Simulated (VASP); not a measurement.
```yaml
crystal:
  lattice:
    - [0.00000, 2.90925, 2.90925]
    - [2.90925, 0.00000, 2.90925]
    - [2.90925, 2.90925, 0.00000]
  atoms:
    - { symbol: Pb, position: [0.00000, 0.00000, 0.00000] }
    - { symbol: F, position: [0.25000, 0.25000, 0.25000] }
    - { symbol: F, position: [0.75000, 0.75000, 0.75000] }
```

Method: rev-vdW-DF2, VASP's PBE PAW potentials (set 64) (plane waves; VASP). Run with 520 eV cut-off, 7×7×7 Γ-centred mesh, Gaussian smearing of 0.050 eV, potentials Pb_d F.

Task: The job: PbF₂ (fluorite), 3 atoms, rev-vdW-DF2, static run, 520 eV, 7×7×7 Γ-centred mesh. Roughly how much core time does it take on a busy server core?

Result: About 40 core-seconds (one run on a shared machine, a rough figure). It had 20 irreducible k-points, 18 bands, up to 1363 plane waves and 14 electronic steps.

The compound is PbF2 in the fluorite structure, the β form. This cell is one point of a volume scan, at 0.94 of the reference volume.
